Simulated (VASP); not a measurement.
Input:

```
CELL_PARAMETERS angstrom
      0.00000     3.24110     3.24110
      3.24110     0.00000     3.24110
     12.92802    12.92802     0.03637
ATOMIC_POSITIONS crystal
  Mg 0.99831 0.99831 0.00127
  Te 0.25331 0.25331 0.06002
  Te 0.25100 0.25100 0.31175
  Te 0.24958 0.24958 0.56281
  Te 0.24755 0.24755 0.81434
  Cd 0.00177 0.00177 0.24867
  Cd 0.99982 0.99982 0.50014
  Cd 0.99866 0.99866 0.75100
```

Method: PBEsol GGA, VASP's PBE PAW potentials (set 64) (plane waves; VASP). Run with 400 eV cut-off, 7×7×2 Γ-centred mesh, tetrahedra with Blöchl corrections, potentials Mg Te Cd.

Unless said otherwise, spin-orbit coupling is left out, though it shifts the bands of the heavy elements here.

Problem. Predict the energy per atom (σ→0), band gap (on the k-mesh) with the smallest direct gap where there is one.

Solution. 
```json
{
 "band gap (on the k-mesh)": "0.94 eV",
 "smallest direct gap (on the k-mesh)": "0.94 eV",
 "energy per atom (σ→0)": "-2918 meV/atom"
}
```

The structure was generated: Cd3MgTe4 was put into an ordered model structure (R3m), which need not be its known phase. It was relaxed first.
